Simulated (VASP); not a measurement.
An input for Quantum ESPRESSO's pw.x (written as the equivalent of a VASP run, and not itself run):

```
&CONTROL
  calculation = 'vc-relax'
  pseudo_dir = './pseudo'
  outdir = './out'
  tprnfor = .true.
  tstress = .true.
  nstep = 60
  forc_conv_thr = 0.00078
/
&SYSTEM
  ibrav = 0
  nat = 3
  ntyp = 2
  ecutwfc = 102
  occupations = 'smearing'
  smearing = 'gaussian'
  degauss = 0.003675
  input_dft = 'vdw-df-cx'
/
&ELECTRONS
  conv_thr = 7.3e-08
  electron_maxstep = 100
/
&IONS
/
&CELL
/
ATOMIC_SPECIES
  Cd 112.414 Cd.upf
  F 18.998 F.upf
CELL_PARAMETERS angstrom
     0.0000000    2.6950000    2.6950000
     2.6950000    0.0000000    2.6950000
     2.6950000    2.6950000    0.0000000
ATOMIC_POSITIONS crystal
  Cd   0.0000000  0.0000000  0.0000000
  F    0.2500000  0.2500000  0.2500000
  F    0.7500000  0.7500000  0.7500000
K_POINTS automatic
  7 7 7 0 0 0
```

Write the VASP files for the same calculation (vdW-DF-cx).

One answer among several that fit: 
**KPOINTS**
```
Automatic mesh
0
gamma
7 7 7
0 0 0
```

**POSCAR**
```
CdF2
1
    0.0000000000     2.6950000000     2.6950000000
    2.6950000000     0.0000000000     2.6950000000
    2.6950000000     2.6950000000     0.0000000000
Cd F
1 2
Direct
  0.0000000000   0.0000000000   0.0000000000
  0.2500000000   0.2500000000   0.2500000000
  0.7500000000   0.7500000000   0.7500000000
```

INCAR:
```
! general
SYSTEM  =CdF2
PREC    =Accurate
ENCUT   =520
LREAL   =F
LASPH   =T

! electronic loop
EDIFF   =1E-6
NELM    =100
ALGO    =Normal
LMAXMIX =4

! smearing
ISMEAR  =0
SIGMA   =0.05

! functional
GGA     =CX
LUSE_VDW=T
AGGAC   =0.0

! ions
IBRION  =2
NSW     =60
ISIF    =3
EDIFFG  =-0.02

! output
LWAVE   =F
LCHARG  =F
```

POTCAR, in this order: Cd F (PBE.64 set). Program: vasp_std.

Limits of the translation: the potentials are each code's own (VASP's PAW set, PseudoDojo norm-conserving files in pw.x), so ENCUT and ecutwfc are chosen apart and not converted; conv_thr bounds pw.x's estimated SCF error, while EDIFF bounds the energy change between steps; forc_conv_thr acts on force components and is met together with etot_conv_thr.

The compound is CdF2 in the fluorite structure. This run relaxes it. Symmetry was kept, so distortions that lower it aren't found. The start is the result of an earlier pass.
